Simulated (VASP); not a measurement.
CO2, 30 atoms in the cell. The cell holds a amorphous, 30 atoms: a = 8.707 Å, b = 8.707 Å, c = 8.707 Å, α = 90.00°, β = 90.00°, γ = 90.00°. The cell was built by a generator and needn't be a form met in nature.

- Program: VASP 6.6.1
- Task: single point
- Functional: PBE
- Dispersion: D3(BJ)
- Potentials or basis: VASP PAW PBE potentials, release 64 (C, O)
- Cutoff: 520 eV
- k mesh: 1 × 1 × 1
- Occupations: fermi-dirac, width 0.02 eV
- Spin: no spin polarisation
- Dipole correction: no
- Further INCAR settings: LREAL = Auto; ALGO = Normal; EDIFF = 1e-06; NBANDS = 101

Potentials or basis: VASP PAW PBE potentials, release 64 (C, O).

The run is started by

```bash
$ cat potpaw_PBE.64/C/POTCAR potpaw_PBE.64/O/POTCAR > POTCAR
$ mpirun -np 1 vasp_gam > vasp.out
```

Hardware: 1 thread of AMD EPYC 7571 (shared host).

Question: Estimate the wall time of this run.

Answer: It took 4.8 min on 1 thread of AMD EPYC 7571 (shared host), peak memory 0.61 GiB. Counts: scf iterations 17, k points 1.
